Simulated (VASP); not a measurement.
Here is a VASP 6.6.1 calculation.

File INCAR:

```
SYSTEM = PtSe2
PREC = Accurate ; ENCUT = 520
EDIFF = 1E-6 ; ISMEAR = 0
SIGMA = 0.05 ; LREAL = .False.
LASPH = .True. ; NELM = 60
ALGO = Normal ; ISIF = 2
LWAVE = .False. ; LCHARG = .False.
GGA = BO ; LUSE_VDW = .True.
AGGAC = 0.0 ; PARAM1 = 0.1833333333
PARAM2 = 0.22 ; IBRION = 2
NSW = 40 ; EDIFFG = -0.01
KPAR = 2
```

Contents of KPOINTS:

```
Automatic mesh
0
Gamma
  10 10 8
  0 0 0
```

Contents of POSCAR:

```
PtSe2
1.0
    3.7240000000      0.0000000000      0.0000000000
   -1.8620000000      3.2250786000      0.0000000000
    0.0000000000      0.0000000000      5.4922700000
Pt Se
1 2
Direct
    0.0000000000      0.0000000000      0.0000000000
    0.3333333300      0.6666666700      0.2304147500
    0.6666666700      0.3333333300      0.7695852500
```

Potentials or basis: VASP PAW PBE potentials, release 64 (Pt, Se).

Launch:

```console
$ cat potpaw_PBE.64/Pt/POTCAR potpaw_PBE.64/Se/POTCAR > POTCAR
$ mpirun -np 2 vasp_std > vasp.out
```

Task: Estimate the band gap on the k mesh.

Result: None (metal or under the smearing width).

Task: What does it give for the energy gained by relaxing?

Result: 27.8 meV/atom.

Final structure:
```yaml
crystal:
  lattice:
    - [3.72400, 0.00000, 0.00000]
    - [-1.86200, 3.22508, 0.00000]
    - [0.00000, 0.00000, 5.49227]
  atoms:
    - { symbol: Pt, position: [0.00000, 0.00000, 0.00000] }
    - { symbol: Se, position: [0.33333, 0.66667, 0.24589] }
    - { symbol: Se, position: [0.66667, 0.33333, 0.75411] }
```

 The run has no spin-orbit coupling, so splittings on Pt are missing.
